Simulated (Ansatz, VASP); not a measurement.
## BiIr in VASP and in Ansatz

File INCAR:

```
SYSTEM = BiIr
PREC = Accurate
ENCUT = 520
EDIFF = 1E-7
ISMEAR = 0
SIGMA = 0.05
LREAL = .False.
LASPH = .True.
NELM = 80
ALGO = Fast
ISIF = 2
LWAVE = .False.
LCHARG = .False.
GGA = PE
NBANDS = 19
```

Contents of KPOINTS:

```
Automatic mesh
0
Gamma
  10 10 10
  0 0 0
```

File POSCAR:

```
BiIr
1.0
    0.0281287220      2.8128721990      2.8128721990
    2.8410009210      0.0000000000      2.8410009210
    2.8128721990      2.8128721990      0.0281287220
Ir Bi
1 1
Direct
    0.5000000000      0.5000000000      0.5000000000
    0.0000000000      0.0000000000      0.0000000000
```

Input for Ansatz:

```yaml
crystal:
  lattice:
    - [0.028128722, 2.812872199, 2.812872199]
    - [2.841000921, 0.0, 2.841000921]
    - [2.812872199, 2.812872199, 0.028128722]
  atoms:
    - { symbol: Ir, position: [0.5, 0.5, 0.5] }
    - { symbol: Bi, position: [0.0, 0.0, 0.0] }
basis:
  ecutwfc: 420
  ecutrho_ratio: 4
kpoints:
  mp_grid: { grid: [10, 10, 10] }
hamiltonian:
  xc: pbe
scf:
  occupations: { method: gaussian, width: 0.05 }
output:
  forces: true
  stress: true
  eigenvalues: true
```

Change from the starting cell: strain e5 = +0.02, atoms carried along.

Alike in both runs: task single point; functional PBE; k mesh 10 × 10 × 10; occupations gaussian, width 0.05 eV; no spin polarisation.

|  | VASP | Ansatz |
| --- | --- | --- |
| version | VASP 6.6.1 | Ansatz 0.2.0 |
| potentials or method | VASP PAW PBE potentials, release 64 (Ir, Bi_d) | scalar-relativistic, plane waves, PAW |
| plane-wave cutoff (eV) | 520 | 420 |
| valence electrons in the cell | 24 | 32 |

|  | VASP | Ansatz | Ansatz less VASP |
| --- | --- | --- | --- |
| gap on the k mesh at the Fermi level (eV) | none | none | - |
| pressure (GPa) | 0.1 | 0.0 | -0.08 |
| largest component of the traceless stress (GPa) | 0.23 | 0.23 | -0.003 |

A gap of «none» marks a metal or a gap that the smearing closes. The two sets of potentials don't hold the same shells in valence.

Caveats: spin-orbit coupling is left out, which moves the levels of the heavy elements.
